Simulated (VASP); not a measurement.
Here is a VASP 6.6.1 calculation.

The input INCAR:

```
SYSTEM = InGaO
PREC = Accurate ; ENCUT = 520
EDIFF = 1E-6 ; ISMEAR = 0
SIGMA = 0.1 ; LREAL = .FALSE.
LASPH = .TRUE. ; NELM = 150
ALGO = Normal ; ISIF = 2
LWAVE = .FALSE. ; LCHARG = .FALSE.
METAGGA = R2SCAN ; LMIXTAU = .TRUE.
NBANDS = 41 ; KPAR = 4
```

Contents of KPOINTS:

```
Automatic mesh
0
G
  10 10 4
  0 0 0
```

POSCAR

```
InGaO                                   
1.0
    3.1583969037      0.0000000000      0.0000000000
   -1.5791984519      2.7352519542     -0.0000000000
    0.0000000000      0.0000000000     14.1159406348
  In              Ga              O             
     2     2     2
Direct
     0.3333333300000021    0.6666666699999979    0.6017848969182303
     0.6666666699999979    0.3333333300000021    0.3982151030817701
     0.0000000000000000    0.0000000000000000    0.0892050013054755
     1.0000000000000000    0.0000000000000000    0.9107949986945245
     0.3333333300000021    0.6666666699999979    0.1405306987145890
     0.6666666699999979    0.3333333300000021    0.8594693012854113
```

Potentials or basis: VASP PAW PBE potentials, release 64 (In_d, Ga_d, O).

Launch:

```bash
$ cat potpaw_PBE.64/In_d/POTCAR potpaw_PBE.64/Ga_d/POTCAR potpaw_PBE.64/O/POTCAR > POTCAR
$ mpirun -np 4 vasp_std > vasp.out
```

Task: Predict the pressure.

Result: -3.2 GPa.

Task: Predict the band gap on the k mesh.

Result: None (metal or under the smearing width).

Task: Predict the largest force.

Result: 0.405 eV/Å.

Forces on the atoms (eV/Å):
```
In   0.000  0.000 -0.054
In   0.000  0.000  0.054
Ga   0.000  0.000  0.240
Ga   0.000  0.000 -0.240
O    0.000  0.000 -0.405
O    0.000  0.000  0.405
```

Caveat: the PAW data sets were made with another functional, which shifts forces and pressure a little.
